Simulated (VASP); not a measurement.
Runs of VASP 6.6.1 on Cu. The structure is cubic, space group Fm-3m (No. 225). Conventional cell: a = 3.650 Å, b = 3.650 Å, c = 3.650 Å, α = 90.00°, β = 90.00°, γ = 90.00°. Cu (site symmetry m-3m) is surrounded by 12 Cu at 2.58 Å. 

```csv
task,level,potentials or basis,cell,k mesh,cutoff (eV),mesh quality,gap on the mesh (eV),pressure (GPa),relaxed volume (Å³/atom)
relaxation of cell and atoms,PBEsol,"VASP PAW PBE potentials, release 64 (Cu)",relaxed,20 × 20 × 20,600,not flagged,none,0.0,11.38
relaxation of cell and atoms,LDA,"VASP PAW LDA potentials, release 64 (Cu)",relaxed,20 × 20 × 20,600,not flagged,none,0.0,10.95
relaxation of cell and atoms,RPBE,"VASP PAW PBE potentials, release 64 (Cu)",relaxed,20 × 20 × 20,600,not flagged,none,0.0,12.46
single point,PBEsol,"VASP PAW PBE potentials, release 64 (Cu)",as given,20 × 20 × 20,520,not flagged,none,(a),-
relaxation of cell and atoms,PBEsol,"VASP PAW PBE potentials, release 64 (Cu)",relaxed,8 × 8 × 8,600,coarse,none,-0.1,11.44
relaxation of cell and atoms,PBE+D3(BJ),"VASP PAW PBE potentials, release 64 (Cu)",relaxed,20 × 20 × 20,600,not flagged,none,0.0,(b)
relaxation of cell and atoms,PBE,"VASP PAW PBE potentials, release 64 (Cu)",relaxed,20 × 20 × 20,600,not flagged,none,0.0,12.00
relaxation of cell and atoms,PBEsol,"VASP PAW PBE potentials, release 64 (Cu)",relaxed,20 × 20 × 20,580,not flagged,none,-0.1,11.38
relaxation of cell and atoms,PBEsol,"VASP PAW PBE potentials, release 64 (Cu)",relaxed,20 × 20 × 20,480,not flagged,none,-0.1,11.37
```

Alike in all rows: no spin polarisation; smearing gaussian 0.1 eV.

**Question.** Estimate the missing entries.

**Answer.** (a) -9.3; (b) 11.36.

Caveats: some runs use coarse meshes; the PAW data sets were made with another functional, which shifts forces and pressure a little (some runs); pairwise dispersion overbinds metals, which lowers pressure and volume (some runs).

A gap of «none» marks a metal or a gap under the smearing width.
